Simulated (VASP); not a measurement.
A run of VASP 6.6.1 is set up as follows.

The input INCAR:

```
PREC     = Accurate       # precision mode
ENCUT    = 520            # plane-wave cutoff, eV
EDIFF    = 1E-7           # SCF threshold, eV
ISMEAR   = -1             # smearing method
SIGMA    = 0.02           # smearing width, eV
LREAL    = False          # projectors in reciprocal space
LASPH    = True           # aspherical terms in the spheres
NELM     = 100            # most SCF steps
ALGO     = Normal         # electronic algorithm
ISIF     = 2              # what is computed and relaxed
LWAVE    = False          # write WAVECAR
LCHARG   = False          # write CHGCAR
GGA      = PE             # functional
NBANDS   = 28             # bands
```

The input KPOINTS:

```
Automatic mesh
0
Gamma
  4 4 4
```

File POSCAR:

```
KSrCl3
1.0
    5.6362001392      0.0000000000      0.0000000000
    0.0000000000      5.6362001392      0.0000000000
    0.0000000000      0.0000000000      5.6362001392
K Sr Cl
1 1 3
Direct
    0.0000000000      0.0000000000      0.0000000000
    0.5000000000      0.5000000000      0.5000000000
    0.5000000000      0.5000000000      0.0000000000
    0.5000000000      0.0000000000      0.5000000000
    0.0000000000      0.5000000000      0.5000000000
```

Potentials or basis: VASP PAW PBE potentials, release 64 (K_sv, Sr_sv, Cl).

The run is started by

```sh
$ cat potpaw_PBE.64/K_sv/POTCAR potpaw_PBE.64/Sr_sv/POTCAR potpaw_PBE.64/Cl/POTCAR > POTCAR
$ mpirun -np 1 vasp_std > vasp.out
```

**Question.** Estimate the band gap on the k mesh.

**Answer.** 4.48 eV, indirect (least direct gap 4.69 eV).

**Question.** Predict the pressure.

**Answer.** 0.5 GPa.

A k mesh can miss the band edges. PBE gaps usually lie below the measured ones, often by a third to a half.
